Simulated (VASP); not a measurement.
OSZICAR of a VASP run on Tb2Al3Si2 (atoms displaced from the space group 12 structure):

### OSZICAR
```
       N       E                     dE             d eps       ncg     rms          rms(c)
DAV:   1     0.343661517103E+03    0.34366E+03   -0.14323E+04  4958   0.194E+03
DAV:   2     0.318685426282E+02   -0.31179E+03   -0.27944E+03  5101   0.307E+02
DAV:   3    -0.382895254926E+02   -0.70158E+02   -0.67664E+02  4795   0.131E+02
DAV:   4    -0.478106809635E+02   -0.95212E+01   -0.94777E+01  7929   0.424E+01
DAV:   5    -0.483152160623E+02   -0.50454E+00   -0.50380E+00  6550   0.117E+01    0.664E+01
DAV:   6    -0.123506672571E+03   -0.75191E+02   -0.20849E+02  4707   0.220E+02    0.356E+02
DAV:   7    -0.727048556602E+02    0.50802E+02   -0.19620E+01  5200   0.458E+01    0.259E+02
DAV:   8    -0.466132506614E+02    0.26092E+02   -0.87472E+01  5243   0.659E+01    0.112E+02
DAV:   9    -0.654245884136E+02   -0.18811E+02   -0.38016E+01  6110   0.116E+02    0.132E+02
DAV:  10    -0.673391090047E+02   -0.19145E+01   -0.26014E+01  7359   0.506E+01    0.111E+02
DAV:  11    -0.652814329196E+02    0.20577E+01   -0.36739E+01  6608   0.647E+01    0.123E+02
DAV:  12    -0.522406132104E+02    0.13041E+02   -0.88377E+00  7161   0.305E+01    0.120E+02
DAV:  13    -0.516578903285E+02    0.58272E+00   -0.21446E+00  7446   0.570E+00    0.123E+02
DAV:  14    -0.618436824738E+02   -0.10186E+02   -0.49767E+00  5921   0.419E+01    0.773E+01
DAV:  15    -0.539808534489E+02    0.78628E+01   -0.18621E+01  6014   0.502E+01    0.949E+01
DAV:  16    -0.542014879563E+02   -0.22063E+00   -0.37063E+00  6903   0.216E+01    0.107E+02
DAV:  17    -0.537189878820E+02    0.48250E+00   -0.10218E+00  7408   0.128E+01    0.965E+01
DAV:  18    -0.527777316389E+02    0.94126E+00   -0.63154E-01  7177   0.736E+00    0.768E+01
DAV:  19    -0.502656071311E+02    0.25121E+01   -0.59805E-01  6740   0.940E+00    0.468E+01
DAV:  20    -0.502016344310E+02    0.63973E-01   -0.33624E-01  7070   0.778E+00    0.456E+01
DAV:  21    -0.503295244673E+02   -0.12789E+00   -0.14814E-01  7003   0.733E+00    0.436E+01
DAV:  22    -0.500196232911E+02    0.30990E+00   -0.16972E-01  6838   0.599E+00    0.408E+01
DAV:  23    -0.493345926760E+02    0.68503E+00   -0.14895E-01  6173   0.764E+00    0.374E+01
DAV:  24    -0.484376278776E+02    0.89696E+00   -0.39586E-01  5906   0.149E+01    0.314E+01
DAV:  25    -0.482180945081E+02    0.21953E+00   -0.39142E-01  7028   0.457E+00    0.284E+01
DAV:  26    -0.481908523513E+02    0.27242E-01   -0.10208E-01  6817   0.104E+00    0.297E+01
DAV:  27    -0.481873828677E+02    0.34695E-02   -0.53171E-03  7146   0.261E-01    0.300E+01
DAV:  28    -0.484290017473E+02   -0.24162E+00   -0.16230E-02  5305   0.248E+00    0.315E+01
DAV:  29    -0.483809143701E+02    0.48087E-01   -0.37836E-03  6805   0.221E+00    0.313E+01
DAV:  30    -0.480322096903E+02    0.34870E+00   -0.53350E-02  4988   0.465E+00    0.290E+01
DAV:  31    -0.478531854561E+02    0.17902E+00   -0.40701E-02  6457   0.297E+00    0.276E+01
DAV:  32    -0.477609175854E+02    0.92268E-01   -0.23467E-02  6688   0.225E+00    0.272E+01
DAV:  33    -0.478228688456E+02   -0.61951E-01   -0.14663E-02  6623   0.232E+00    0.282E+01
DAV:  34    -0.477708756925E+02    0.51993E-01   -0.21609E-02  5745   0.202E+00    0.280E+01
DAV:  35    -0.478759467359E+02   -0.10507E+00   -0.88088E-03  5749   0.204E+00    0.300E+01
DAV:  36    -0.479907704472E+02   -0.11482E+00   -0.16293E-02  5655   0.238E+00    0.338E+01
DAV:  37    -0.480426106732E+02   -0.51840E-01   -0.23300E-02  7160   0.160E+00    0.384E+01
DAV:  38    -0.480852459421E+02   -0.42635E-01   -0.73791E-03  7076   0.730E-01    0.406E+01
DAV:  39    -0.480811071120E+02    0.41388E-02   -0.21301E-03  6657   0.214E-01    0.405E+01
DAV:  40    -0.480863735615E+02   -0.52664E-02   -0.23532E-04  6646   0.163E-01    0.405E+01
DAV:  41    -0.480988058720E+02   -0.12432E-01   -0.16004E-04  6127   0.179E-01    0.406E+01
DAV:  42    -0.480898850490E+02    0.89208E-02   -0.53503E-03  6251   0.110E+00    0.394E+01
DAV:  43    -0.479168635096E+02    0.17302E+00   -0.49380E-02  6013   0.305E+00    0.345E+01
DAV:  44    -0.476983638686E+02    0.21850E+00   -0.80272E-02  5700   0.459E+00    0.277E+01
DAV:  45    -0.476763796655E+02    0.21984E-01   -0.20799E-02  7140   0.167E+00    0.246E+01
DAV:  46    -0.476153474666E+02    0.61032E-01   -0.92379E-03  6314   0.168E+00    0.218E+01
DAV:  47    -0.474960778392E+02    0.11927E+00   -0.99923E-02  5084   0.417E+00    0.160E+01
DAV:  48    -0.474583159642E+02    0.37762E-01   -0.27905E-02  6912   0.152E+00    0.143E+01
DAV:  49    -0.474843545821E+02   -0.26039E-01   -0.94773E-03  6464   0.962E-01    0.143E+01
DAV:  50    -0.474840084525E+02    0.34613E-03   -0.16465E-03  7000   0.176E-01    0.141E+01
DAV:  51    -0.473356414024E+02    0.14837E+00   -0.30898E-01  4690   0.853E+00    0.148E+01
DAV:  52    -0.473248993027E+02    0.10742E-01   -0.31940E-02  6222   0.107E+00    0.138E+01
DAV:  53    -0.473109549383E+02    0.13944E-01   -0.47636E-03  7556   0.720E-01    0.131E+01
DAV:  54    -0.473109747126E+02   -0.19774E-04   -0.27717E-03  7341   0.561E-01    0.124E+01
DAV:  55    -0.473085908823E+02    0.23838E-02   -0.51253E-03  7387   0.730E-01    0.119E+01
DAV:  56    -0.474928821435E+02   -0.18429E+00   -0.35327E-01  6235   0.552E+00    0.205E+01
DAV:  57    -0.474782407924E+02    0.14641E-01   -0.52274E-02  6909   0.194E+00    0.203E+01
DAV:  58    -0.474908057933E+02   -0.12565E-01   -0.98986E-03  7281   0.137E+00    0.212E+01
DAV:  59    -0.474911358091E+02   -0.33002E-03   -0.25451E-03  7832   0.482E-01    0.215E+01
DAV:  60    -0.474864920404E+02    0.46438E-02   -0.84202E-04  6800   0.240E-01    0.215E+01
DAV:  61    -0.474930525217E+02   -0.65605E-02   -0.47115E-02  5119   0.352E+00    0.242E+01
DAV:  62    -0.475478949805E+02   -0.54842E-01   -0.40028E-02  6440   0.266E+00    0.262E+01
DAV:  63    -0.475451234195E+02    0.27716E-02   -0.77222E-03  6462   0.507E-01    0.265E+01
DAV:  64    -0.475408504731E+02    0.42729E-02   -0.10878E-03  7320   0.175E-01    0.266E+01
DAV:  65    -0.475330739999E+02    0.77765E-02   -0.66344E-03  7155   0.703E-01    0.266E+01
DAV:  66    -0.477270163110E+02   -0.19394E+00   -0.17314E-01  6326   0.464E+00    0.283E+01
DAV:  67    -0.477550636489E+02   -0.28047E-01   -0.30435E-01  6007   0.451E+00    0.285E+01
DAV:  68    -0.477808097634E+02   -0.25746E-01   -0.23569E-01  6594   0.323E+00    0.276E+01
DAV:  69    -0.478316066725E+02   -0.50797E-01   -0.25883E-02  6964   0.184E+00    0.282E+01
DAV:  70    -0.478204126021E+02    0.11194E-01   -0.50633E-03  6678   0.513E-01    0.281E+01
DAV:  71    -0.479689414809E+02   -0.14853E+00   -0.40366E-02  6204   0.287E+00    0.297E+01
DAV:  72    -0.479939928172E+02   -0.25051E-01   -0.42696E-03  6658   0.581E-01    0.301E+01
DAV:  73    -0.479844188132E+02    0.95740E-02   -0.12908E-03  7326   0.349E-01    0.300E+01
DAV:  74    -0.479682904826E+02    0.16128E-01   -0.44348E-03  6777   0.476E-01    0.298E+01
DAV:  75    -0.479483523790E+02    0.19938E-01   -0.35611E-02  6161   0.125E+00    0.295E+01
DAV:  76    -0.477269451136E+02    0.22141E+00   -0.31815E-01  5262   0.612E+00    0.262E+01
DAV:  77    -0.476976684746E+02    0.29277E-01   -0.12534E-01  6781   0.343E+00    0.252E+01
DAV:  78    -0.476859461862E+02    0.11722E-01   -0.63688E-02  7328   0.204E+00    0.251E+01
DAV:  79    -0.477077347966E+02   -0.21789E-01   -0.57503E-02  7594   0.209E+00    0.253E+01
DAV:  80    -0.477232839729E+02   -0.15549E-01   -0.31736E-02  7240   0.195E+00    0.254E+01
DAV:  81    -0.472882333467E+02    0.43505E+00   -0.30350E-01  5833   0.867E+00    0.190E+01
DAV:  82    -0.472311079374E+02    0.57125E-01   -0.34432E-01  6460   0.496E+00    0.120E+01
DAV:  83    -0.473034824864E+02   -0.72375E-01   -0.14273E-01  6848   0.375E+00    0.956E+00
DAV:  84    -0.473358010889E+02   -0.32319E-01   -0.37873E-02  7234   0.262E+00    0.920E+00
DAV:  85    -0.473506143573E+02   -0.14813E-01   -0.98206E-03  7795   0.121E+00    0.924E+00
DAV:  86    -0.473271596036E+02    0.23455E-01   -0.16570E-01  5269   0.690E+00    0.112E+01
DAV:  87    -0.473356081499E+02   -0.84485E-02   -0.30218E-02  6028   0.375E+00    0.111E+01
DAV:  88    -0.473313714118E+02    0.42367E-02   -0.31329E-02  7388   0.264E+00    0.107E+01
DAV:  89    -0.473363714251E+02   -0.50000E-02   -0.14714E-02  7800   0.143E+00    0.106E+01
DAV:  90    -0.473372918725E+02   -0.92045E-03   -0.32832E-03  7946   0.593E-01    0.106E+01
DAV:  91    -0.473868668091E+02   -0.49575E-01   -0.27949E-01  5454   0.527E+00    0.136E+01
DAV:  92    -0.473958953315E+02   -0.90285E-02   -0.53362E-02  6784   0.294E+00    0.141E+01
DAV:  93    -0.473731416846E+02    0.22754E-01   -0.28694E-02  6351   0.320E+00    0.142E+01
DAV:  94    -0.473454103443E+02    0.27731E-01   -0.23856E-02  6827   0.275E+00    0.135E+01
DAV:  95    -0.473448096834E+02    0.60066E-03   -0.16979E-02  7465   0.218E+00    0.133E+01
DAV:  96    -0.473448520349E+02   -0.42352E-04   -0.33485E-01  5452   0.105E+01    0.171E+01
DAV:  97    -0.473974684225E+02   -0.52616E-01   -0.43415E-02  7236   0.243E+00    0.165E+01
DAV:  98    -0.474110602492E+02   -0.13592E-01   -0.69423E-03  7716   0.117E+00    0.167E+01
DAV:  99    -0.474065069811E+02    0.45533E-02   -0.91227E-03  7472   0.128E+00    0.168E+01
DAV: 100    -0.474049922273E+02    0.15148E-02   -0.11566E-03  7254   0.303E-01
   1 F= -.47404992E+02 E0= -.47354808E+02  d E =-.100369E+00  mag=    11.7552
```

Problem. Which electronic solver shows in the log?

Solution. It is blocked Davidson (ALGO = Normal, or the opening steps of other solvers). The INCAR had ALGO = Normal.

Problem. How was spin treated?

Solution. Collinear spin (ISPIN = 2): the summary line carries one mag value, 11.76 μB in the cell.

Problem. Can the final energy be trusted as converged?

Solution. The run did not converge; its last values are not results. It stopped with EDIFF = 1E-6, NELM = 100 (PBEsol GGA, plane waves, VASP's PBE PAW potentials (set 64)).

The structure comes from a measured Tb2Al3Si2 entry of the Crystallography Open Database, whose conditions weren't checked. The cell was not relaxed at this level, atoms are displaced from their ideal sites. The k-mesh is coarse (spacing up to 0.42 per Å, 2π included), so the numbers may not be converged in it.
